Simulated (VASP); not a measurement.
Data:

```xyz
2
Lattice="0.0000 2.4930 2.4930 2.4930 0.0000 2.4930 2.4930 2.4930 0.0000" Properties=species:S:1:pos:R:3 pbc="T T T"
Fe     0.0000     0.0000     0.0000
As     2.4930     2.4930     2.4930
```
Starting moments (μB, in the order of the record's atoms Fe As): 2.4 0.0.

Level of theory: PBE GGA, VASP's PBE PAW potentials (set 64) (plane waves; VASP). Settings: 400 eV cut-off, Gaussian smearing of 0.050 eV, potentials Fe As.

**Question.** Give the spin-up energies of bands 2 to 10 at the high-symmetry points, in eV from the Fermi level.

**Answer.** 
```csv
band,Γ,X,U,L,W
2,-2.86,-5.52,-5.14,-6.96,-4.76
3,-2.86,-3.54,-4.97,-4.02,-4.76
4,-2.86,-2.35,-3.48,-4.02,-4.28
5,-2.64,-2.08,-2.34,-2.24,-2.08
6,-2.64,-2.08,-2.18,-2.24,-1.77
7,1.30,-1.74,-1.77,-1.74,-1.77
8,1.30,-1.74,-1.20,3.39,-1.29
9,1.30,-1.13,0.27,3.39,-1.25
10,6.28,2.23,4.13,4.74,7.38
```

**Question.** Give the spin-down energies of bands 2 to 10 at the high-symmetry points, in eV from the Fermi level.

**Answer.** 
```json
[
 {"band": "2", "Γ": "-0.76", "X": "-5.47", "U": "-4.96", "L": "-6.67", "W": "-4.45"},
 {"band": "3", "Γ": "-0.76", "X": "-1.83", "U": "-4.54", "L": "-2.85", "W": "-4.45"},
 {"band": "4", "Γ": "-0.76", "X": "-1.68", "U": "-2.48", "L": "-2.85", "W": "-3.64"},
 {"band": "5", "Γ": "-0.75", "X": "-1.68", "U": "-0.51", "L": "0.09", "W": "0.23"},
 {"band": "6", "Γ": "-0.75", "X": "-0.37", "U": "0.23", "L": "0.09", "W": "0.23"},
 {"band": "7", "Γ": "1.30", "X": "0.36", "U": "0.53", "L": "0.49", "W": "0.27"},
 {"band": "8", "Γ": "1.30", "X": "0.36", "U": "0.64", "L": "4.34", "W": "0.36"},
 {"band": "9", "Γ": "1.30", "X": "0.73", "U": "1.32", "L": "4.34", "W": "0.68"},
 {"band": "10", "Γ": "6.65", "X": "3.03", "U": "4.86", "L": "4.79", "W": "8.00"}
]
```

It has no gap at this level: it comes out as a metal or semimetal.

The structure was generated: FeAs was put into the rock salt type (Fm-3m), which need not be its known phase. It was relaxed first, which changed the volume by -22 %.
